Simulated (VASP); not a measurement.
# EuBe2 (Fm-3m) in VASP: a series of runs

One crystal, EuBe2, is run at these levels: PBE; tasks: single point, relaxation of cell and atoms.

All numbers are computed with VASP 6.6.1; they aren't measurements. Logs are shortened: lines on timing, memory, paths and dates and some standing lists are left out, and cuts for length are marked.

**1. The cell of the first run**

It takes space group Fm-3m (No. 225, cubic). Conventional cell: a = 6.453 Å, b = 6.453 Å, c = 6.453 Å, α = 90.00°, β = 90.00°, γ = 90.00°. Around Eu (site symmetry m-3m) lie 8 Be at 2.79 Å. Be (site symmetry -43m) has 4 Eu at 2.79 Å as nearest neighbours.

The cell was built by a generator and needn't be a form met in nature.

**2. Single point, PBE, collinear spin, typed start (species swapped into the CeO2 type (Fm-3m, No. 225))**

Contents of INCAR:

```
PREC     = Accurate       # precision mode
ENCUT    = 520            # plane-wave cutoff, eV
EDIFF    = 1E-6           # SCF threshold, eV
ISMEAR   = 0              # smearing method
SIGMA    = 0.1            # smearing width, eV
LREAL    = F              # projectors in reciprocal space
LASPH    = T              # aspherical terms in the spheres
NELM     = 150            # most SCF steps
ALGO     = Fast           # electronic algorithm
ISIF     = 2              # what is computed and relaxed
LWAVE    = F              # write WAVECAR
LCHARG   = F              # write CHGCAR
ISPIN    = 2              # spin polarisation
MAGMOM   = 7 0 0          # initial moments
LORBIT   = 11             # projections on sites
LMAXMIX  = 6              # l up to which the mixer works
GGA      = PE             # functional
NBANDS   = 22             # bands
```

Contents of KPOINTS:

```
Automatic mesh
0
Gamma
  6 6 6
```

Contents of POSCAR:

```
EuBe2
1.0
    0.0000000000      3.2267430237      3.2267430237
    3.2267430237      0.0000000000      3.2267430237
    3.2267430237      3.2267430237      0.0000000000
Eu Be
1 2
Direct
    0.0000000000      0.0000000000      0.0000000000
    0.2500000000      0.2500000000      0.2500000000
    0.7500000000      0.7500000000      0.7500000000
```

Potentials or basis: VASP PAW PBE potentials, release 64 (Eu, Be).

Started as:

```sh
cat potpaw_PBE.64/Eu/POTCAR potpaw_PBE.64/Be/POTCAR > POTCAR
mpirun -np 1 vasp_std > vasp.out
```

OUTCAR:

```text
PREC = Accurate
   ENCUT = 520
   EDIFF = 1E-6
   ISMEAR = 0
   LREAL = F
   LASPH = T
   NELM = 150
   ISIF = 2
   ISPIN = 2
   LORBIT = 11
   GGA = PE

 ion  position               nearest neighbor table
   1  0.000  0.000  0.000-   2 2.79   3 2.79   3 2.79   3 2.79   3 2.79   2 2.79   2 2.79   2 2.79

   2  0.250  0.250  0.250-   1 2.79   1 2.79   1 2.79   1 2.79
   3  0.750  0.750  0.750-   1 2.79   1 2.79   1 2.79   1 2.79

  LATTYP: Found a face centered cubic cell.
 ALAT       =     6.4534860474

  Lattice vectors:

 A1 = (   0.0000000000,   3.2267430237,   3.2267430237)
 A2 = (   3.2267430237,   0.0000000000,   3.2267430237)
 A3 = (   3.2267430237,   3.2267430237,   0.0000000000)

Analysis of symmetry for initial positions (statically):
=====================================================================
 Subroutine PRICEL returns:
 Original cell was already a primitive cell.

 Routine SETGRP: Setting up the symmetry group for a
 face centered cubic supercell.

 Subroutine GETGRP returns: Found 48 space group operations
 (whereof 48 operations were pure point group operations)
 out of a pool of 48 trial point group operations.

The static configuration has the point symmetry O_h .

Analysis of symmetry for dynamics (positions and initial velocities):
=====================================================================
 Subroutine PRICEL returns:
 Original cell was already a primitive cell.

 Routine SETGRP: Setting up the symmetry group for a
 face centered cubic supercell.

 Subroutine GETGRP returns: Found 48 space group operations
 (whereof 48 operations were pure point group operations)
 out of a pool of 48 trial point group operations.

The dynamic configuration has the point symmetry O_h .

Analysis of structural, dynamic, and magnetic symmetry:
=====================================================================
 Subroutine PRICEL returns:
 Original cell was already a primitive cell.

 Routine SETGRP: Setting up the symmetry group for a
 face centered cubic supercell.

 Subroutine GETGRP returns: Found 48 space group operations
 (whereof 48 operations were pure point group operations)
 out of a pool of 48 trial point group operations.

The overall configuration has the point symmetry O_h .

 Subroutine INISYM returns: Found 48 space group operations
 (whereof 48 operations are pure point group operations),
[... 113 lines left out ...]
   LORBIT       =     11    0 simple, 1 ext, 2 COOP (PROOUT), +10 PAW based schemes
   GGA     = PE    functional components
   LHFCALC =     F    Hartree Fock is set to
   AEXX    =    0.0000 exact exchange contribution
   IVDW    =     0    specifies the selected vdW correction
   LEPSILON=     F    determine dielectric tensor
   LRPA    =     F    only Hartree local field effects (RPA)
 spin polarized calculation
 RMM-DIIS sequential band-by-band and
 Gauss-broadening in eV      SIGMA  =   0.10
  energy-cutoff  :      520.00
  volume of cell :       67.19
 maximum number of plane-waves:      1821
 NGX is ok and might be reduce to    36
   NGX = 17   NGY = 17   NGZ = 17

 number of electron      21.0000003 magnetization       7.3569094

 Free energy of the ion-electron system (eV)
  ---------------------------------------------------
  ext. energy  EPLUGINS =         0.00000000
  ---------------------------------------------------
  free energy    TOTEN  =       -15.40487062 eV

  energy without entropy =      -15.38440854  energy(sigma->0) =      -15.39463958

 E-fermi :   1.6529     XC(G=0):  -8.9422

 val. band max:        1.6510456913   @ k =   0.3333   0.1667   0.0000
 cond. band min:       1.6665650019   @ k =   0.3333   0.3333   0.0000
 fundamental gap:      0.0155193105
 Fermi energy:         1.6529294160

 spin component 1

 k-point     1 :       0.0000    0.0000    0.0000
  band No.  band energies     occupation
      1     -39.3137      1.00000
      2     -18.0047      1.00000
      3     -18.0047      1.00000
      4     -18.0047      1.00000
      5      -3.9372      1.00000
      6       0.8447      1.00000
[... 389 lines left out ...]
     21       8.2543      0.00000
     22      10.1912      0.00000
 Fermi energy:         1.6529294160

 spin component 2

 k-point     1 :       0.0000    0.0000    0.0000
  band No.  band energies     occupation
      1     -36.2812      1.00000
      2     -15.7963      1.00000
      3     -15.7963      1.00000
      4     -15.7963      1.00000
      5      -3.4751      1.00000
      6       1.4333      0.99905
[... 389 lines left out ...]
     21       8.9077      0.00000
     22      11.4297      0.00000

------------------------ aborting loop because EDIFF is reached ----------------------------------------

  FORCE on cell =-STRESS in cart. coord.  units (eV):
  Direction    XX          YY          ZZ          XY          YZ          ZX
  --------------------------------------------------------------------------------------
  -------------------------------------------------------------------------------------
  Total        0.0876878      0.0876878      0.0876878     -0.0000000      0.0000000      0.0000000
  in kB        2.0908673      2.0908673      2.0908673     -0.0000000      0.0000000      0.0000000
  external PRESSURE =       2.0908673 kB  Pullay stress =       0.0000000 kB

 VOLUME and BASIS-vectors are now :
 -----------------------------------------------------------------------------
  energy-cutoff  :      520.00
  volume of cell :       67.19
      direct lattice vectors                 reciprocal lattice vectors
     0.000000000  3.226743024  3.226743024    -0.154955011  0.154955011  0.154955011
     3.226743024  0.000000000  3.226743024     0.154955011 -0.154955011  0.154955011
     3.226743024  3.226743024  0.000000000     0.154955011  0.154955011 -0.154955011

 POSITION                                       TOTAL-FORCE (eV/Angst)
 -----------------------------------------------------------------------------------
      0.00000      0.00000      0.00000        -0.000000      0.000000     -0.000000
      1.61337      1.61337      1.61337        -0.000000     -0.000000      0.000000
      4.84011      4.84011      4.84011         0.000000      0.000000     -0.000000
 -----------------------------------------------------------------------------------
    total drift:                               -0.000000      0.000000      0.000000

  FREE ENERGIE OF THE ION-ELECTRON SYSTEM (eV)
  ---------------------------------------------------
  free  energy   TOTEN  =       -15.4048706190 eV

  energy  without entropy=      -15.3844085367  energy(sigma->0) =      -15.39463958

 total charge

# of ion       s       p       d       f       tot
--------------------------------------------------
    1        2.055   5.711   0.557   6.460  14.783
    2        0.523   0.320   0.000   0.000   0.843
    3        0.523   0.320   0.000   0.000   0.843
--------------------------------------------------
tot          3.102   6.350   0.557   6.460  16.469

 magnetization (x)

# of ion       s       p       d       f       tot
--------------------------------------------------
    1       -0.006  -0.097   0.170   6.448   6.515
    2       -0.002   0.083   0.000   0.000   0.082
    3       -0.002   0.083   0.000   0.000   0.082
--------------------------------------------------
tot         -0.010   0.070   0.170   6.448   6.678
```

OSZICAR:

```text
N       E                     dE             d eps       ncg     rms          rms(c)
DAV:   1     0.123557937078E+03    0.12356E+03   -0.76081E+03  1874   0.355E+03
DAV:   2     0.899438576287E+01   -0.11456E+03   -0.10029E+03  1968   0.316E+02
DAV:   3    -0.103701256005E+02   -0.19365E+02   -0.18798E+02  1980   0.968E+01
[... 24 lines left out ...]
RMM:  28    -0.154048606898E+02   -0.42853E-05   -0.38846E-05  2220   0.102E-01    0.176E-02
RMM:  29    -0.154048641394E+02   -0.34496E-05   -0.29270E-05  2114   0.916E-02    0.113E-02
RMM:  30    -0.154048666286E+02   -0.24892E-05   -0.21941E-05  2028   0.799E-02    0.148E-02
RMM:  31    -0.154048684008E+02   -0.17722E-05   -0.16605E-05  1978   0.703E-02    0.771E-03
RMM:  32    -0.154048696816E+02   -0.12808E-05   -0.11557E-05  1879   0.623E-02    0.233E-03
RMM:  33    -0.154048706190E+02   -0.93742E-06   -0.86145E-06  1833   0.553E-02
   1 F= -.15404871E+02 E0= -.15394640E+02  d E =-.204621E-01  mag=     7.3569
```

It took 2.4 min on 1 thread of Intel Xeon Platinum 8259CL at 2.50GHz (Skylake/Cascade Lake), shared host; peak memory 0.27 GiB.

Results:

```
Free energy                                           : -15.4049 eV
Pressure                                              : 0.2 GPa
Band gap on the k mesh                                : none (metal or under the smearing width)
Net moment                                            : 7.36 μB per cell
Site moments                                          : Eu +6.51; Be +0.08 μB
Valence electrons inside the program's atomic spheres : Eu 14.78; Be 0.84
```

Caveat: spin-orbit coupling is left out, which moves the levels of the heavy elements; without U or exact exchange the open f shell lies at the Fermi level, which spoils levels, moments and volumes. The state reached can hang on the start; a lower one may exist.

(Continued in part 2 of 2.)
